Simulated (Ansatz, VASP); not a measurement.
# One calculation of BiO4, two programs

```
Bi O
1.0
    -2.15844    2.15844    3.13670
     2.15844   -2.15844    3.13670
     2.15844    2.15844   -3.13670
Bi O
1 4
Direct
  0.00000 0.00000 0.00000
  0.25000 0.75000 0.50000
  0.75000 0.25000 0.50000
  0.40330 0.40330 0.00000
  0.59670 0.59670 0.00000
```

Change from the starting cell: species swapped into the CaGa4 type (I4/mmm, No. 139).

Alike in both runs: functional PBE; k mesh 6 × 6 × 6; occupations gaussian, width 0.1 eV; no spin polarisation.

Ansatz relaxed the structure, and its values are those at the end. VASP's run is a single point on that final structure, the one shown.

|  | VASP | Ansatz |
| --- | --- | --- |
| version | VASP 6.6.1 | Ansatz 0.2.0 |
| potentials or method | VASP PAW PBE potentials, release 64 (Bi_d, O) | scalar-relativistic, plane waves, PAW |
| plane-wave cutoff (eV) | 520 | 420 |
| valence electrons in the cell | 39 | 39 |

|  | VASP | Ansatz | Ansatz less VASP |
| --- | --- | --- | --- |
| gap on the k mesh at the Fermi level (eV) | none | none | - |
| pressure (GPa) | 1.3 | 0.2 | -1.10 |
| rms of the force components (eV/Å) | 0.449 | 0.001 | -0.4481 |

A gap of «none» marks a metal or a gap that the smearing closes.

Caveats: the standard files for N, O and F lose accuracy on very short bonds; spin-orbit coupling is left out, which moves the levels of the heavy elements; an odd number of electrons without spin polarisation forces a metal; a magnetic or distorted state may lie lower.
